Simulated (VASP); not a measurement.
All values below come from LDA (Ceperley-Alder, Perdew-Zunger), VASP's LDA PAW potentials (set 64) (plane waves; VASP).

The input files of a VASP run:

INCAR:
```
ALGO = Normal
EDIFF = 1E-6
EDIFFG = -0.02
ENCUT = 500
IBRION = 2
ISIF = 3
ISMEAR = 1
LASPH = .TRUE.
LCHARG = .FALSE.
LMAXMIX = 4
LREAL = .FALSE.
LWAVE = .FALSE.
NELM = 100
NSW = 40
PREC = Accurate
PSTRESS = 50
SIGMA = 0.1
SYSTEM = Al3Sc
```

### KPOINTS
```
Automatic mesh
0
Gamma
8 8 8
0 0 0
```

### POSCAR
```
Al3Sc
1
    3.9716325584     0.0000000000    -0.0000000000
    0.0000000000     3.9716325584     0.0000000000
   -0.0000000000    -0.0000000000     3.9716325584
Sc Al
1 3
Direct
  0.0000000000   0.0000000000   0.0000000000
  0.0000000000   0.5000000000   0.5000000000
  0.5000000000   0.0000000000   0.5000000000
  0.5000000000   0.5000000000   0.0000000000
```

POTCAR, in this order: Sc_sv Al (LDA.64 set). Program: vasp_std.

Question: What will the output report for the number of irreducible k-points (NKPTS), largest plane-wave count, number of space-group operations, FFT grid (NGX, NGY, NGZ)?

Answer: 
| Quantity | Value |
|---|---|
| number of irreducible k-points (NKPTS) | 35 |
| largest plane-wave count | 1622 |
| number of space-group operations | 48 |
| FFT grid (NGX, NGY, NGZ) | 30 × 30 × 30 |

The compound is Al3Sc in the L1_2 structure. It was relaxed first under an external pressure of 5 GPa.
